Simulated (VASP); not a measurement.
Computed with PBE GGA + U (Dudarev), VASP's PBE PAW potentials (set 64) (plane waves; VASP).

VASP ran on this input.

File POSCAR:
```
CuAu
1.0
  2.8216350000   0.0000000000   0.0000000000
  0.0000000000   2.8129030000   0.0000000000
  0.0000000000   0.0000000000   3.6728890000
Cu Au
1 1
direct
  0.0000000000   0.0000000000   0.0000000000
  0.5176750000   0.5000000000   0.5000000000
```

INCAR:
```
# general
SYSTEM     =  CuAu
PREC       =  Accurate
ENCUT      =  400
LREAL      =  .False.   # projection in real space or not
LASPH      =  .True.   # aspherical one-centre terms

# electronic loop
EDIFF      =  1E-6
NELM       =  100
ALGO       =  Normal   # blocked Davidson
LMAXMIX    =  2

# smearing
ISMEAR     =  1
SIGMA      =  0.1

# functional
GGA        =  PE

# DFT+U
LDAU       =  .True.
LDAUTYPE   =  2   # Dudarev
LDAUL      =  2 -1
LDAUU      =  5.0 0
LDAUJ      =  0 0
LDAUPRINT  =  1

# ions
ISIF       =  2   # forces and stress, cell fixed

# output
LWAVE      =  .False.
LCHARG     =  .False.
LORBIT     =  10
```

KPOINTS:
```
Automatic mesh
0
Gamma
12 12 9
0 0 0
```

POTCAR, in this order: Cu Au (PBE.64 set). Program: vasp_std.

Unless said otherwise, spin-orbit coupling is left out, though it shifts the bands of the heavy elements here.

Task: What does the run give for the energy per atom (σ→0), pressure, largest force, band gap (on the k-mesh)?

Result: 
| Property | Value |
|---|---|
| energy per atom (σ→0) | -2.744 eV/atom |
| band gap (on the k-mesh) | none (metal, semimetal or under 0.01 eV) |
| pressure | 2.82 GPa |
| largest force | 0.161 eV/Å |

OSZICAR:
```
...
DAV:   6    -0.551143368584E+01    0.68839E+00   -0.23614E+00  9656   0.198E+01    0.573E+00
DAV:   7    -0.549591811166E+01    0.15516E-01   -0.41232E-02  9526   0.287E+00    0.317E+00
DAV:   8    -0.548749551829E+01    0.84226E-02   -0.45293E-03  9709   0.205E+00    0.161E-01
DAV:   9    -0.548728445480E+01    0.21106E-03   -0.14026E-03  8958   0.172E+00    0.353E-02
DAV:  10    -0.548728701758E+01   -0.25628E-05   -0.90329E-05 11461   0.333E-01    0.177E-02
DAV:  11    -0.548729131109E+01   -0.42935E-05   -0.74026E-06  8715   0.273E-02    0.346E-03
DAV:  12    -0.548729103645E+01    0.27463E-06   -0.49991E-07  4991   0.290E-02
   1 F= -.54872910E+01 E0= -.54872996E+01  d E =0.256417E-04
```

The compound is CuAu in the L1_0 structure. The cell was not relaxed at this level, atoms are displaced from their ideal sites. The run is one of a series of settings (LDAU = .TRUE., LDAUJ = 0 0, LDAUL = 2 -1, LDAUTYPE = 2, LDAUU = 5.0 0, LMAXMIX = 2 against the base run), some of them coarse on purpose.
